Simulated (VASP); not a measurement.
Consider the following.

```
CELL_PARAMETERS angstrom
      3.62209    -2.10455     0.00000
      3.62209     2.10455     0.00000
     -0.01077     0.00000     5.19449
ATOMIC_POSITIONS crystal
  Te 0.31867 0.31867 0.28912
  Te 0.68133 0.68133 0.71088
  Au 0.00000 0.00000 0.00000
```

The numbers are results of PBEsol GGA, VASP's PBE PAW potentials (set 64) (plane waves; VASP), not measurements. Run with 300 eV cut-off, 7×7×5 Γ-centred mesh, Gaussian smearing of 0.10 eV, potentials Te Au.

At this cut-off the stress carries a Pulay error, which pulls relaxed volumes low.

Task: Give the force on each atom (eV/Å).

Result: 
```
atom      Fx     Fy      Fz
----  ------  -----  ------
Te1    0.061  0.000  -0.072
Te2   -0.061  0.000   0.072
Au3    0.000  0.000   0.000
```

Task: Give the stress tensor in GPa (positive for a compressed cell).

Result: 
```
-2.40   0.00  -0.09
 0.00  -3.14   0.00
-0.09   0.00  -2.91
```
The pressure is its mean diagonal, -2.82 GPa.

The structure comes from a computed database's Te2Au entry; how it stands against other phases isn't given here. The cell was not relaxed at this level. The electron count is odd and the run is not spin-polarised, which forces a metal.
